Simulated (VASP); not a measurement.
```xyz
3
Lattice="1.5079 -2.6117 0.0000 1.5079 2.6117 0.0000 0.0000 0.0000 3.4914" Properties=species:S:1:pos:R:3 pbc="T T T"
Hf     1.5079     2.6117     0.0000
B      1.5079     0.8706     1.7457
B      1.5079    -0.8706     1.7457
```

Computed with PBE GGA, VASP's PBE PAW potentials (set 64) (plane waves; VASP). Run with 600 eV cut-off, 10×10×8 Γ-centred mesh, first-order Methfessel-Paxton smearing of 0.10 eV, potentials Hf_pv B.

Problem. Give the stress tensor in GPa (positive for a compressed cell).

Solution. 
```
31.84   0.00   0.00
 0.00  31.84   0.00
 0.00   0.00  11.93
```
The pressure is its mean diagonal, 25.21 GPa.

The compound is HfB2 in the AlB2 type structure. This cell was strained or had an atom moved on purpose.
